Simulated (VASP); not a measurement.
Input:

```yaml
crystal:
  lattice:
    - [0.00000, 2.10039, 2.10039]
    - [2.10039, 0.00000, 2.10039]
    - [2.10039, 2.10039, 0.00000]
  atoms:
    - { symbol: As, position: [0.00000, 0.00000, 0.00000] }
```

Method: PBEsol GGA, VASP's PBE PAW potentials (set 64) (plane waves; VASP). Numerical set-up: 400 eV cut-off, 17×17×17 Γ-centred mesh, tetrahedra with Blöchl corrections, potentials As.

**Question.** Tabulate the total density of states (states/eV per cell) against energy (eV; zero at the valence-band maximum or, without a gap, the Fermi level).

**Answer.** 
```
E (eV) | DOS (states/eV)
    -9.98 | ################## 0.44
    -9.74 | ################## 0.43
    -9.50 | ################## 0.42
    -9.26 | ################## 0.42
    -9.02 | #################### 0.48
    -8.90 | ###################### 0.53
    -8.66 | ##### 0.11
    -8.42 |  0.00
    -8.18 |  0.00
    -7.94 |  0.00
    -7.70 |  0.00
    -7.46 |  0.00
    -7.22 |  0.00
    -6.98 |  0.01
    -6.74 | #### 0.09
    -6.62 | ##### 0.13
    -6.38 | ###### 0.15
    -6.14 | ######### 0.21
    -5.90 | ########## 0.23
    -5.66 | ############# 0.31
    -5.42 | ################# 0.41
    -5.18 | ##################### 0.51
    -4.94 | ############################# 0.69
    -4.70 | ############################# 0.69
    -4.46 | ########################### 0.65
    -4.34 | ########################### 0.64
    -4.10 | ################# 0.41
    -3.86 | ############## 0.34
    -3.62 | ################ 0.37
    -3.38 | ################### 0.47
    -3.14 | ################### 0.46
    -2.90 | ################### 0.45
    -2.66 | ################### 0.44
    -2.42 | ################### 0.46
    -2.18 | ################### 0.46
    -2.06 | ################### 0.45
    -1.82 | ################## 0.44
    -1.58 | ################### 0.46
    -1.34 | #################### 0.48
    -1.10 | ##################### 0.50
    -0.86 | ##################### 0.51
    -0.62 | ###################### 0.53
    -0.38 | ####################### 0.55
    -0.14 | ####################### 0.56
     0.10 | ########################## 0.62
     0.22 | ########################### 0.64
     0.46 | ############################# 0.70
     0.70 | ############################## 0.72
     0.94 | ############################# 0.69
     1.18 | ############################ 0.68
     1.42 | ############################ 0.67
     1.66 | ########################### 0.65
     1.90 | ########################## 0.62
     2.14 | ########################## 0.62
     2.38 | ########################## 0.61
     2.50 | ######################### 0.60
     2.74 | ######################## 0.59
     2.98 | ######################## 0.57
     3.22 | ####################### 0.56
     3.46 | ####################### 0.55
```
Within 2 eV below the Fermi level the largest weight inside VASP's projection spheres is As p.

The structure was generated: As was put into the fcc type (Fm-3m), which need not be its known phase. It was relaxed first.
